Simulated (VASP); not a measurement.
Method: TPSS meta-GGA, VASP's PBE PAW potentials (set 64) (plane waves; VASP).

Input for VASP

INCAR:
```
SYSTEM=PbTe
PREC=Accurate; ENCUT=520; LREAL=.FALSE.
LASPH=.TRUE.
EDIFF=1E-6; NELM=100; ALGO=Normal
LMAXMIX=4; LMIXTAU=.TRUE.
ISMEAR=0; SIGMA=0.05
METAGGA=TPSS
IBRION=2; NSW=60; ISIF=3
EDIFFG=-0.01
LWAVE=.FALSE.; LCHARG=.FALSE.
```

File KPOINTS:
```
K-points
0
G
6 6 6
0 0 0
```

File POSCAR:
```
PbTe
1
    0.0000000000     3.2717527635     3.2717527635
    3.2717527635     0.0000000000     3.2717527635
    3.2717527635     3.2717527635    -0.0000000000
Te Pb
1 1
Direct
  0.5000000000   0.5000000000   0.5000000000
  0.0000000000   0.0000000000   0.0000000000
```

POTCAR, in this order: Te Pb_d (PBE.64 set). Program: vasp_std.

Unless said otherwise, spin-orbit coupling is left out, though it shifts the bands of the heavy elements here.

What does the run give for the energy per atom (σ→0), band gap (on the k-mesh)?

```yaml
energy per atom (σ→0): -7.443 eV/atom
band gap (on the k-mesh): 0.87 eV
```

**OSZICAR**
```
...
DAV:  14    -0.148856015251E+02   -0.12480E-05   -0.62872E-05   500   0.713E-02    0.104E-01
DAV:  15    -0.148856758748E+02   -0.74350E-04   -0.73000E-05   448   0.725E-02    0.357E-02
DAV:  16    -0.148856814270E+02   -0.55522E-05   -0.17536E-05   548   0.480E-02    0.218E-02
DAV:  17    -0.148856764837E+02    0.49433E-05   -0.18654E-05   460   0.496E-02    0.949E-03
DAV:  18    -0.148856784744E+02   -0.19907E-05   -0.34453E-06   478   0.204E-02    0.524E-03
DAV:  19    -0.148856799968E+02   -0.15224E-05   -0.16459E-06   314   0.133E-02    0.231E-03
DAV:  20    -0.148856802846E+02   -0.28785E-06   -0.70694E-07   248   0.784E-03
   1 F= -.14885680E+02 E0= -.14885680E+02  d E =-.148857E+02
```

The compound is PbTe in the rock salt structure. It was relaxed first. The start is the result of an earlier pass.
